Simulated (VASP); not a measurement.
```
CSi
1.0
    1.54588    -2.67754     0.00000
    1.54588     2.67754     0.00000
    0.00000     0.00000     5.07745
Si C
2 2
Direct
  0.66667   0.33333   0.49958
  0.33333   0.66667   0.99958
  0.66667   0.33333   0.87542
  0.33333   0.66667   0.37542
```

Calculation: PW91 GGA, VASP's PBE PAW potentials (set 64) (plane waves; VASP 6.6.1). Run with 520 eV cut-off, 9×9×5 Γ-centred mesh, tetrahedra with Blöchl corrections, potentials Si C.

Task: Estimate the energy per atom (σ→0), band gap (on the k-mesh) with the smallest direct gap where there is one.

Result: 
```yaml
band gap (on the k-mesh): 2.33 eV
smallest direct gap (on the k-mesh): 4.01 eV
energy per atom (σ→0): -7.534 eV/atom
```

The absolute energy has meaning only against runs of the same code, potentials and settings.

The compound is SiC in the wurtzite structure, the rare 2H polytype. It was relaxed first.
